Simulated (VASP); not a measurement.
WSi$_{2}$ (MoSi2 type) relaxed at rising pressure, in one space group throughout; other phases were not tried. The pressures are those reached. Level of theory: PBE GGA, VASP's PBE PAW potentials (set 64) (plane waves; VASP).

```
P (GPa)  V (Å³/atom)    k-mesh
-------  -----------  --------
-0.01         13.674  13×13×13
5.06          13.378  13×13×13
10.09         13.110  13×13×13
19.92         12.661  14×14×14
29.90         12.272  14×14×14
```

A change of mesh leaves a small step in the series.

Fit an equation of state and predict the volume at 44.86 GPa.

Least squares on the third-order Birch-Murnaghan form, P = (3B0/2)(y⁷ − y⁵)[1 + (3/4)(B′ − 4)(y² − 1)] with y = (V0/V)^(1/3), gives V0 = 13.674 Å³/atom, B0 = 220 GPa and B′ = 4.2, and so 11.783 Å³/atom. The run gave 11.782 Å³/atom, -0.0 % from the fit.

Pressures at which the relaxation failed are left out.

The compound is WSi2 in the MoSi2 type structure.
